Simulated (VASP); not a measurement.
Crystal: CeZn2Ni.

```
Ce Zn Ni
1.0
     3.86439    0.00000    0.00000
     0.00000    3.86439    0.00000
     0.00000    0.00000    4.91927
Ce Zn Ni
1 2 1
Cartesian
  0.0000 0.0000 0.0000
  0.0000 1.9322 2.4596
  1.9322 0.0000 2.4596
  1.9322 1.9322 0.0000
```

The cell comes from a database or a generator and needn't be the stable form of this composition.

```yaml
Program: VASP 6.6.1
Task: relaxation of cell and atoms
Functional: PBEsol
Potentials_or_basis: VASP PAW PBE potentials, release 64 (Ce, Zn, Ni)
Cutoff: 600 eV
k_mesh: 5 × 5 × 5
Occupations: fermi-dirac, width 0.05 eV
Spin: collinear spin, ferromagnetic start
Starting_moments: "[1.0, 0.0, 0.0, 1.0] μB"
Hubbard_terms: Ce f U = 4 eV, Ni d U = 4 eV
```

At the start: pressure -4.8 GPa; volume 18.37 Å³/atom.

**Question.** How do energy, volume and symmetry change on relaxing?

**Answer.** Over 6 steps the energy falls by 17.1 meV/atom and the volume is 17.31 Å³/atom (-5.8 %); space group P4/mmm (No. 123, to 0.05 Å); moment 0.00 μB per cell.

Step by step:
| step | energy change (eV) | largest force (eV/Å) | pressure (GPa) | volume (Å³) |
| --- | --- | --- | --- | --- |
| 1 | 0.0000 | 0.0000 | -4.80 | 73.46 |
| 2 | -0.0591 | 0.0000 | 2.02 | 67.76 |
| 3 | -0.0679 | 0.0000 | 0.01 | 69.18 |
| 4 | -0.0678 | 0.0000 | -0.11 | 69.27 |
| 5 | -0.0682 | 0.0000 | -0.09 | 69.25 |
| 6 | -0.0684 | 0.0000 | -0.09 | 69.23 |

Final structure:
```
CELL_PARAMETERS angstrom
3.79677 0.00000 0.00000
0.00000 3.79677 0.00000
0.00000 0.00000 4.80271
ATOMIC_POSITIONS crystal
Ce 0.00000 0.00000 0.00000
Zn 0.00000 0.50000 0.50000
Zn 0.50000 0.00000 0.50000
Ni 0.50000 0.50000 0.00000
```

Caveat: the magnetic or orbital state may not be the lowest; the PAW data sets were made with another functional, which shifts forces and pressure a little.
